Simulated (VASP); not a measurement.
Method: r2SCAN meta-GGA, VASP's PBE PAW potentials (set 64) (plane waves; VASP 6.6.1).

Input for VASP

### POSCAR
```
W
1.0
 -1.5442853491   1.5442853491   1.5442853491
  1.5442853491  -1.5442853491   1.5442853491
  1.5442853491   1.5442853491  -1.5442853491
W
1
Direct
  0.0000000000   0.0000000000   0.0000000000
```

**INCAR**
```
# general
SYSTEM =W
PREC   =Accurate
ENCUT  =480
LREAL  =.False.   # projection in real space or not
LASPH  =.True.   # aspherical one-centre terms

# electronic loop
EDIFF  =1E-7
NELM   =100   # most electronic steps
ALGO   =Normal   # blocked Davidson
LMAXMIX=6   # l cut-off of mixed one-centre charges
LMIXTAU=.True.

# smearing
ISMEAR =1
SIGMA  =0.1   # width (eV)

# functional
METAGGA=R2SCAN

# ions
IBRION =2   # conjugate gradients
NSW    =40   # most ionic steps
ISIF   =3
EDIFFG =-0.01
PSTRESS=300

# output
LWAVE  =.False.
LCHARG =.False.
```

**KPOINTS**
```
Automatic mesh
0
Gamma
16 16 16
0 0 0
```

POTCAR, in this order: W_sv (PBE.64 set). Program: vasp_std.

The run wrote:

### OSZICAR
```
       N       E                     dE             d eps       ncg     rms          rms(c)
DAV:   1     0.309636564157E+02    0.30964E+02   -0.77007E+03  3222   0.143E+03
DAV:   2    -0.540557999442E+02   -0.85019E+02   -0.82083E+02  3418   0.331E+02
DAV:   3    -0.554580927675E+02   -0.14023E+01   -0.13932E+01  3623   0.426E+01
DAV:   4    -0.554644392499E+02   -0.63465E-02   -0.63424E-02  3466   0.316E+00
DAV:   5    -0.554644905895E+02   -0.51340E-04   -0.51338E-04  3535   0.279E-01    0.258E+01
DAV:   6    -0.506535495202E+02    0.48109E+01   -0.21018E+00  3319   0.215E+01    0.615E+00
DAV:   7    -0.514501482338E+02   -0.79660E+00   -0.18489E-01  3205   0.555E+00    0.372E+00
DAV:   8    -0.508139626768E+02    0.63619E+00   -0.42027E-01  3229   0.898E+00    0.317E+00
DAV:   9    -0.512248911202E+02   -0.41093E+00   -0.81809E-02  3325   0.337E+00    0.124E+00
DAV:  10    -0.512454171877E+02   -0.20526E-01   -0.11079E-02  3241   0.134E+00    0.536E-01
DAV:  11    -0.512455786373E+02   -0.16145E-03   -0.10143E-03  3550   0.429E-01    0.116E-01
DAV:  12    -0.512455977243E+02   -0.19087E-04   -0.24519E-04  3274   0.231E-01    0.423E-02
DAV:  13    -0.512456416360E+02   -0.43912E-04   -0.28908E-05  3301   0.820E-02    0.257E-02
DAV:  14    -0.512456368368E+02    0.47992E-05   -0.16712E-06  3601   0.181E-02    0.194E-02
DAV:  15    -0.512456344130E+02    0.24238E-05   -0.12984E-05  3322   0.534E-02    0.311E-03
DAV:  16    -0.512456323082E+02    0.21048E-05   -0.48593E-07  3394   0.841E-03    0.193E-03
DAV:  17    -0.512456336219E+02   -0.13136E-05   -0.53147E-08  1766   0.319E-03    0.781E-04
DAV:  18    -0.512456338758E+02   -0.25395E-06   -0.24566E-08  1640   0.249E-03    0.322E-04
DAV:  19    -0.512456339924E+02   -0.11662E-06   -0.14869E-09  1607   0.623E-04    0.117E-04
DAV:  20    -0.512456339949E+02   -0.24422E-08   -0.23101E-10  1595   0.265E-04
   1 F= -.48487259E+02 E0= -.48487082E+02  d E =-.484873E+02
```

### OUTCAR
```
------------------------ aborting loop because EDIFF is reached ----------------------------------------
  FORCE on cell =-STRESS in cart. coord.  units (eV):
  Direction    XX          YY          ZZ          XY          YZ          ZX
  --------------------------------------------------------------------------------------
  Total        2.7610352      2.7610352      2.7610352     -0.0000000      0.0000000      0.0000000
  in kB      300.2893187    300.2893187    300.2893187     -0.0000000      0.0000000      0.0000000
  external PRESSURE =       0.2893187 kB  Pullay stress =     300.0000000 kB
  volume of cell :       14.73
      direct lattice vectors                 reciprocal lattice vectors
    -1.544285349  1.544285349  1.544285349     0.000000000  0.323774360  0.323774360
     1.544285349 -1.544285349  1.544285349     0.323774360  0.000000000  0.323774360
     1.544285349  1.544285349 -1.544285349     0.323774360  0.323774360  0.000000000
 POSITION                                       TOTAL-FORCE (eV/Angst)
 -----------------------------------------------------------------------------------
      0.00000      0.00000      0.00000        -0.000000     -0.000000     -0.000000
 -----------------------------------------------------------------------------------
    total drift:                                0.000000     -0.000000      0.000000
  FREE ENERGIE OF THE ION-ELECTRON SYSTEM (eV)
  ---------------------------------------------------
  free  energy   TOTEN  =       -51.2456339949 eV

  energy  without entropy=      -51.2451042831  energy(sigma->0) =      -51.24545742
  enthalpy is  TOTEN    =       -48.4872589355 eV   P V=        2.7583750594

 reached required accuracy - stopping structural energy minimisation
```
(Selected blocks of OUTCAR.)

The compound is W in the bcc structure. It was relaxed first under an external pressure of 30 GPa.
